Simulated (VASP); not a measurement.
The system is Be3S5.

```
Be S
1.0
     5.10000    0.00000    0.00000
     0.00000    5.10000    0.00000
     0.00000    0.00000    5.10000
Be S
3 5
Cartesian
  2.5500 0.0000 2.5500
  0.0000 2.5500 2.5500
  2.5500 2.5500 0.0000
  0.0000 0.0000 0.0000
  3.8760 3.8760 1.2240
  3.8760 1.2240 3.8760
  1.2240 3.8760 3.8760
  1.2240 1.2240 1.2240
```

The cell was built by a generator and needn't be a form met in nature.

* Program: VASP 6.6.1
* Task: relaxation of cell and atoms
* Functional: PBE
* Potentials or basis: VASP PAW PBE potentials, release 64 (Be, S)
* Cutoff: 520 eV
* k mesh: 4 × 4 × 4
* Occupations: gaussian, width 0.15 eV
* Spin: no spin polarisation

At the start: pressure 4.3 GPa; volume 16.58 Å³/atom.

Problem. How do energy, volume and symmetry change on relaxing?

Solution. Over 6 steps the energy falls by 389.6 meV/atom and the volume is 16.84 Å³/atom (+1.6 %); space group P-43m (No. 215, to 0.05 Å).

The path:
```csv
step,energy change (eV),largest force (eV/Å),pressure (GPa),volume (Å³)
1,0.0000,4.4698,4.30,132.65
2,-2.5905,1.5457,-2.95,141.39
3,-2.8803,0.4946,-4.96,145.39
4,-2.8853,0.3694,-5.24,145.93
5,-3.1155,0.0951,0.71,133.51
6,-3.1171,0.0372,-0.20,134.74
```

Final structure:
```cif
data_structure
_symmetry_space_group_name_H-M 'P 1'
_symmetry_Int_Tables_number 1
_cell_length_a 5.1266
_cell_length_b 5.1266
_cell_length_c 5.1266
_cell_angle_alpha 90.000
_cell_angle_beta 90.000
_cell_angle_gamma 90.000
_cell_volume 134.74
loop_
_atom_site_label
_atom_site_type_symbol
_atom_site_fract_x
_atom_site_fract_y
_atom_site_fract_z
_atom_site_occupancy
Be1 Be 0.50000 0.00000 0.50000 1
Be2 Be 0.00000 0.50000 0.50000 1
Be3 Be 0.50000 0.50000 0.00000 1
S1 S 0.00000 0.00000 0.00000 1
S2 S 0.71919 0.71919 0.28081 1
S3 S 0.71919 0.28081 0.71919 1
S4 S 0.28081 0.71919 0.71919 1
S5 S 0.28081 0.28081 0.28081 1
```
